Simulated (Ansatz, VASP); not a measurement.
# CdSe in two plane-wave programs, part 2 of 2

Aim: how closely do two programs agree when they are given the same cell, functional and k mesh? Of the first pair: The cell is taken from a series of runs on this material, whose earlier steps may have relaxed, scaled, displaced or heated it; both programs get it as it stands.

VASP 6.6.1 and Ansatz 0.2.0.

So far: The starting structure; Ansatz: relaxation of cell and atoms, RPBE, pair 1; VASP: relaxation of cell and atoms, RPBE, pair 1; Comparison.

**5. VASP: relaxation of cell and atoms, RPBE, pair 2**

Level of this step: RPBE; plane waves and PAW (Cd, Se) (VASP).

The relaxed volume is the usual yardstick between codes: in a stiff, nearly cubic crystal its relative difference is about their pressure difference at one cell divided by the bulk modulus. Its start cell is another than that of the pair before, and may be another structure of the material.

The input, INCAR:

```
SYSTEM = CdSe
PREC = Accurate
ENCUT = 500
EDIFF = 1E-07
NELM = 120
ISMEAR = 0
SIGMA = 0.02
LREAL = .FALSE.
ALGO = Normal
GGA = RP
NBANDS = 15
LORBIT = 11
LWAVE = .FALSE.
LCHARG = .FALSE.
ISIF = 3
IBRION = 2
NSW = 80
EDIFFG = -0.005
LASPH = .TRUE.
GGA_COMPAT = .FALSE.
NELMIN = 4
EFERMI = MIDGAP
KPAR = 2
```

The input, POSCAR:

```
CdSe
1.0
    0.0000000000      3.1462177211      3.1462177211
    3.1462177211      0.0000000000      3.1462177211
    3.1462177211      3.1462177211      0.0000000000
Cd Se
1 1
Direct
    0.0000000000      0.0000000000      0.0000000000
    0.7500000814      0.7500000814      0.7500000814
```

The input, KPOINTS:

```
Automatic mesh
0
Gamma
8 8 8
0 0 0
```

The projector-augmented-wave data sets are Cd and Se (PBE family, release 64).

On the command line:

```bash
> mpirun -np 2 vasp_std
```

Numbers of over 12 decimals in the logs are rounded to 6 here.

Output:

```text
[banner, memory and clock lines left out]
running    2 mpi-ranks, on    1 nodes
[...]
[... a notice as in an earlier step ...]

 LDA part: xc-table for (Slater+PW92), standard interpolation
 POSCAR, INCAR and KPOINTS ok, starting setup
[...]
entering main loop
       N       E                     dE             d eps       ncg     rms          rms(c)
DAV:   1     0.102771133582E+03    0.10277E+03   -0.85210E+03   894   0.102E+03
DAV:   2    -0.992114538938E+00   -0.10376E+03   -0.98836E+02  1024   0.251E+02
DAV:   3    -0.524119371609E+01   -0.42491E+01   -0.42400E+01  1038   0.523E+01
DAV:   4    -0.526134688523E+01   -0.20153E-01   -0.20152E-01  1087   0.361E+00
[...]
DAV:  14    -0.487964708306E+01   -0.15751E-06   -0.19085E-07  1100   0.304E-03    0.341E-03
DAV:  15    -0.487964731953E+01   -0.23648E-06   -0.12186E-07   863   0.221E-03    0.180E-04
DAV:  16    -0.487964734688E+01   -0.27351E-07   -0.62369E-09   673   0.512E-04
   1 F= -.48796473E+01 E0= -.48796473E+01  d E =-.487965E+01
[...]
N       E                     dE             d eps       ncg     rms          rms(c)
DAV:   1    -0.487994719423E+01   -0.29987E-03   -0.57656E-03   905   0.880E-01    0.129E-01
DAV:   2    -0.487969325855E+01    0.25394E-03   -0.57642E-04   919   0.334E-01    0.415E-02
DAV:   3    -0.487966301292E+01    0.30246E-04   -0.67254E-05  1017   0.835E-02    0.364E-02
DAV:   4    -0.487965766204E+01    0.53509E-05   -0.49939E-06   891   0.179E-02    0.688E-03
DAV:   5    -0.487965692672E+01    0.73532E-06   -0.72874E-07  1024   0.107E-02    0.170E-03
DAV:   6    -0.487965688557E+01    0.41144E-07   -0.13061E-07   666   0.464E-03
   2 F= -.48796569E+01 E0= -.48796569E+01  d E =-.953869E-05
 trial-energy change:   -0.000010  1 .order   -0.000011   -0.000024    0.000001
 step:   0.9138(harm=  0.9500)  dis= 0.00000  next Energy=    -4.879657 (dE=-0.959E-05)
 reached required accuracy - stopping structural energy minimisation
```

Parts of OUTCAR (step 5):

```text
  Total       -0.0009630     -0.0009630     -0.0009630      0.0000000     -0.0000000      0.0000000
  in kB       -0.0247388     -0.0247388     -0.0247388      0.0000000     -0.0000000      0.0000000
  external PRESSURE =      -0.0247388 kB  Pullay stress =       0.0000000 kB

 POSITION                                       TOTAL-FORCE (eV/Angst)
 -----------------------------------------------------------------------------------
      6.29522      6.29522      6.29522         0.000000      0.000000      0.000000
      4.72141      4.72141      4.72141        -0.000000     -0.000000     -0.000000
 -----------------------------------------------------------------------------------
    total drift:                               -0.000181     -0.000181     -0.000181

  FREE ENERGIE OF THE ION-ELECTRON SYSTEM (eV)
  ---------------------------------------------------
  free  energy   TOTEN  =        -4.8796568856 eV

  energy  without entropy=       -4.8796568856  energy(sigma->0) =       -4.87965689

[... 1 part as in an earlier step ...]

[... 3 further parts left out ...]
[key lines of the parts left out:]
E-fermi :   0.5878
```

**6. Ansatz: relaxation of cell and atoms, RPBE, pair 2**

Its own start cell and the same functional, mesh and smearing now go to Ansatz, which takes its cutoff from its data sets.

The two relaxations start from unlike cells of this crystal (the structure described is Ansatz's start), so only their ends are compared.

The input, input.yaml:

```yaml
crystal:
  lattice:
    - [0.0, 3.0702711986, 3.0702711986]
    - [3.0702711986, 0.0, 3.0702711986]
    - [3.0702711986, 3.0702711986, 0.0]
  atoms:
    - { symbol: Cd, position: [0.0, 0.0, 0.0] }
    - { symbol: Se, position: [0.75, 0.75, 0.75] }
kpoints:
  mp_grid: { grid: [8, 8, 8] }
hamiltonian:
  xc: rpbe
scf:
  occupations: { method: gaussian, width: 0.02 }
  lower_state_search: "off"
output:
  forces: true
  stress: true
  eigenvalues: true
relax:
  adjacent_minimum: "off"
  f_tol: 0.005
  max_steps: 80
  cell: { stress_tol: 0.05 }
```

On the command line:

```bash
> ansatz run input.yaml --threads 8 --pin off --max-ram 16384MiB --backend cpu --events-out ev --progress --plain --runs-dir out
```

Output:

```text
[...]
Crystal: 2 atoms, lattice volume = 57.884 Å³
Basis set: ecut = 420 eV, 1139 PW (Γ), exchange–correlation on 60×60×60 points (8 copies of the dense FFT grid, shifted against one another)
Bands: 22, of which v1, the nominal top of the filled ones, is band 18 counted from 1 (17 counted from 0)
Symmetry: 24 space group operations
[...]
k-points: 29 of 512 (time reversal used)
[...]
k-point 28: bands = [... 14 lower, -0.7498, 2.7640, 4.4150, 4.4855, 10.9276, 11.6507, 12.6751, 14.0506]
--- Relaxed structure (4 steps of the walk, 4 accepted, 1 SCFs on fresh bases) ---
[...]
cell:  # Å, volume = 62.0631 Å³
    - [0, 3.142445, 3.142445]
    - [3.142445, 0, 3.142445]
    - [3.142445, 3.142445, 0]
  atoms:
    - { symbol: Cd, position: [0, 0, 0] }
    - { symbol: Se, position: [0.75, 0.75, 0.75] }
[key lines of the parts left out:]
SCF converged after 8 iterations
Free energy (F): -13739.156438 eV
Fermi energy:    6.556561 eV
P = ⅓ Tr σ = -0.0122 GPa (-0.122 kbar)
```

**7. Side by side**

What differs besides the data sets and the points named for the pairs above, as far as they apply: the data sets hold 36 valence electrons in Ansatz (on its default PAW (the set named soft_2) files) and 18 in VASP. Total energies have different zeros and are not compared.

The two programs side by side:

| quantity | Ansatz | VASP | difference |
| --- | --- | --- | --- |
| volume (Å³) | 62.06 | 62.37 | -0.49 % |
| edge a after relaxation, in the typed setting (Å) | 4.444 | 4.451 | -0.16 % |

**8. Ansatz: relaxation, RPBE**

This run makes the geometry at which the two programs are then compared.

The structure compared here is the end of the Ansatz relaxation.

The input, input.yaml:

```yaml
crystal:
  lattice:
    - [0.0, 3.1420417744, 3.1420417744]
    - [3.1420417744, 0.0, 3.1420417744]
    - [3.1420417744, 3.1420417744, 0.0]
  atoms:
    - { symbol: Cd, position: [0.0, 0.0, 0.0] }
    - { symbol: Se, position: [0.75, 0.75, 0.75] }
kpoints:
  mp_grid: { grid: [12, 12, 12] }
hamiltonian:
  xc: rpbe
scf:
  occupations: { method: fixed }
  lower_state_search: "off"
output:
  forces: true
  stress: true
  eigenvalues: true
relax:
  adjacent_minimum: "off"
  f_tol: 0.001
  max_steps: 60
  cell: { stress_tol: 0.05, p_target: 2.0 }
```

Output:

```text
[...]
Crystal: 2 atoms, lattice volume = 62.039 Å³
Basis set: ecut = 420 eV, 1243 PW (Γ), exchange–correlation on 60×60×60 points (8 copies of the dense FFT grid, shifted against one another)
Bands: 22, of which v1, the nominal top of the filled ones, is band 18 counted from 1 (17 counted from 0)
Symmetry: 24 space group operations
[...]
k-points: 72 of 1728 (time reversal used)
[...]
k-point 71: bands = [... 14 lower, -0.1604, 3.1743, 4.8674, 4.9194, 11.7391, 12.2560, 13.3788, 14.6609]
--- Relaxed structure (4 steps of the walk, 4 accepted, 1 SCFs on fresh bases) ---
[...]
cell:  # Å, volume = 59.2585 Å³
    - [0, 3.094380, 3.094380]
    - [3.094380, 0, 3.094380]
    - [3.094380, 3.094380, 0]
  atoms:
    - { symbol: Cd, position: [0, 0, 0] }
    - { symbol: Se, position: [0.75, 0.75, 0.75] }
[key lines of the parts left out:]
SCF converged after 6 iterations
Free energy (F): -13739.140402 eV
Fermi energy:    6.872578 eV
P = ⅓ Tr σ = 1.9986 GPa (19.986 kbar)
```

**9. VASP: single point, RPBE**

The same cell, functional and mesh now go to VASP, with its own data sets.

The input, INCAR:

```
SYSTEM = CdSe
PREC = Accurate
ENCUT = 500
EDIFF = 1E-06
NELM = 120
ISMEAR = 0
SIGMA = 0.01
LREAL = .FALSE.
ALGO = Normal
GGA = RP
NBANDS = 15
LORBIT = 11
LWAVE = .FALSE.
LCHARG = .FALSE.
ISIF = 2
LASPH = .TRUE.
GGA_COMPAT = .FALSE.
EFERMI = MIDGAP
KPAR = 2
```

The input, POSCAR:

```
CdSe
1.0
    0.0000000000      3.0943799881      3.0943799881
    3.0943799881      0.0000000000      3.0943799881
    3.0943799881      3.0943799881      0.0000000000
Cd Se
1 1
Direct
    0.0000000000      0.0000000000      0.0000000000
    0.7500000000      0.7500000000      0.7500000000
```

The input, KPOINTS:

```
Automatic mesh
0
Gamma
12 12 12
0 0 0
```

On the command line:

```bash
> mpirun -np 2 vasp_std
```

Output:

```text
[... set-up lines as in an earlier step ...]
 entering main loop
       N       E                     dE             d eps       ncg     rms          rms(c)
DAV:   1     0.106115561492E+03    0.10612E+03   -0.86084E+03  2200   0.104E+03
DAV:   2    -0.987492222247E+00   -0.10710E+03   -0.10174E+03  2587   0.255E+02
DAV:   3    -0.520672286248E+01   -0.42192E+01   -0.42108E+01  2601   0.528E+01
DAV:   4    -0.522616390290E+01   -0.19441E-01   -0.19440E-01  2727   0.359E+00
[...]
DAV:  10    -0.485927522521E+01   -0.23297E-03   -0.26977E-04  2559   0.189E-01    0.533E-02
DAV:  11    -0.485943820389E+01   -0.16298E-03   -0.33944E-04  2307   0.106E-01    0.213E-02
DAV:  12    -0.485943798600E+01    0.21790E-06   -0.31110E-06  2722   0.179E-02
   1 F= -.48594380E+01 E0= -.48594380E+01  d E =0.000000E+00
```

Parts of OUTCAR (step 9):

```text
  Total        0.8314703      0.8314703      0.8314703      0.0000000      0.0000000      0.0000000
  in kB       22.4805234     22.4805234     22.4805234      0.0000000      0.0000000      0.0000000
  external PRESSURE =      22.4805234 kB  Pullay stress =       0.0000000 kB

 POSITION                                       TOTAL-FORCE (eV/Angst)
 -----------------------------------------------------------------------------------
      0.00000      0.00000      0.00000         0.000000      0.000000      0.000000
      4.64157      4.64157      4.64157        -0.000000     -0.000000     -0.000000
 -----------------------------------------------------------------------------------
    total drift:                               -0.000000     -0.000000     -0.000000

  FREE ENERGIE OF THE ION-ELECTRON SYSTEM (eV)
  ---------------------------------------------------
  free  energy   TOTEN  =        -4.8594379860 eV

  energy  without entropy=       -4.8594379860  energy(sigma->0) =       -4.85943799

[... 3 further parts left out ...]
[key lines of the parts left out:]
E-fermi :   1.0028
```

The run ends at a pressure of 2.25 GPa.

**10. Comparison**

What differs besides the data sets and the points named for the pairs above, as far as they apply: fixed occupations in Ansatz, narrow Gaussian smearing in VASP; the data sets hold 36 valence electrons in Ansatz (on its default PAW (the set named soft_2) files) and 18 in VASP; Ansatz's pressure holds a Pulay correction, VASP's none. Total energies have different zeros and are not compared.

Both answers:

```
              quantity  Ansatz   VASP  difference
        pressure (GPa)    2.00   2.25       -0.25
gap on the k mesh (eV)   0.678  0.674      +0.004
```

A gap on the mesh is an upper bound, since the band edges may lie between its points.

**11. Summary of results**

* difference in volume (relaxation of cell and atoms, RPBE, pair 1): -0.53 %
* difference in volume (relaxation of cell and atoms, RPBE, pair 2): -0.49 %
* difference in gap on the k mesh (single point, RPBE): 0.0036 eV

In words: The difference in volume is -0.53 % (relaxation of cell and atoms, RPBE, pair 1), within the 1.2 % picked in this series as the mark of a large difference, as far as the stopping tolerances let one tell. The data sets hold unlike numbers of valence electrons (36 in Ansatz and 18 in VASP), so part of the differences comes from the potentials. 1 further run of this series is not shown here. How closely two codes agree says nothing of how well the functional describes the real material.

[Lines on the potential files, build, host, timing and source positions are cut from VASP's logs without a mark.]

[Logs are printed without paths, hosts, clocks, repeated set-up lines and the standing remarks that a program may print on its own settings, such as how far it seeks lower states.]

[Hosts, paths, dates, database ids (printed as entryN), source tags and the programs' standing remarks are cut or masked in the printed files.]
